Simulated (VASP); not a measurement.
The input files of a VASP run:

KPOINTS:
```
kpoints
0
G
 12 12 12
0 0 0
```

POSCAR:
```
ZrN
1.0
  0.0000000000   2.2830030730   2.2830030730
  2.2830030730   0.0000000000   2.2830030730
  2.2830030730   2.2830030730   0.0000000000
Zr N
1 1
Direct
  0.0000000000   0.0000000000   0.0000000000
  0.5000000000   0.5000000000   0.5000000000
```

INCAR:
```
# general
SYSTEM   =  ZrN
PREC     =  Accurate
ENCUT    =  600
LREAL    =  .False.
LASPH    =  .True.

# electronic loop
EDIFF    =  1E-7
NELM     =  100
ALGO     =  Normal
LMAXMIX  =  4

# smearing
ISMEAR   =  1
SIGMA    =  0.1

# functional
GGA      =  PE

# ions
IBRION   =  2
NSW      =  40
ISIF     =  3
EDIFFG   =  -0.01
PSTRESS  =  50

# output
LWAVE    =  .False.
LCHARG   =  .False.
```

POTCAR, in this order: Zr_sv N (PBE.64 set). Program: vasp_std.

### Question
Translate this PBE calculation to Quantum ESPRESSO's pw.x.

### Answer
One equivalent input (not run):
```
&CONTROL
  calculation = 'vc-relax'
  pseudo_dir = './pseudo'
  outdir = './out'
  tprnfor = .true.
  tstress = .true.
  nstep = 40
  forc_conv_thr = 0.00039
/
&SYSTEM
  ibrav = 0
  nat = 2
  ntyp = 2
  ecutwfc = 84
  occupations = 'smearing'
  smearing = 'methfessel-paxton'
  degauss = 0.00735
  input_dft = 'pbe'
/
&ELECTRONS
  conv_thr = 7.3e-09
  electron_maxstep = 100
/
&IONS
/
&CELL
  press = 50
/
ATOMIC_SPECIES
  Zr 91.224 Zr.upf
  N 14.007 N.upf
CELL_PARAMETERS angstrom
     0.0000000    2.2830031    2.2830031
     2.2830031    0.0000000    2.2830031
     2.2830031    2.2830031   -0.0000000
ATOMIC_POSITIONS crystal
  Zr   0.0000000  0.0000000  0.0000000
  N    0.5000000  0.5000000  0.5000000
K_POINTS automatic
  12 12 12 0 0 0
```
The two are equivalent in intent, not identical: the potentials are each code's own (VASP's PAW set, PseudoDojo norm-conserving files in pw.x), so ENCUT and ecutwfc are chosen apart and not converted; conv_thr bounds pw.x's estimated SCF error, while EDIFF bounds the energy change between steps; forc_conv_thr acts on force components and is met together with etot_conv_thr.

The compound is ZrN in the rock salt structure. It was relaxed first under an external pressure of 5 GPa.
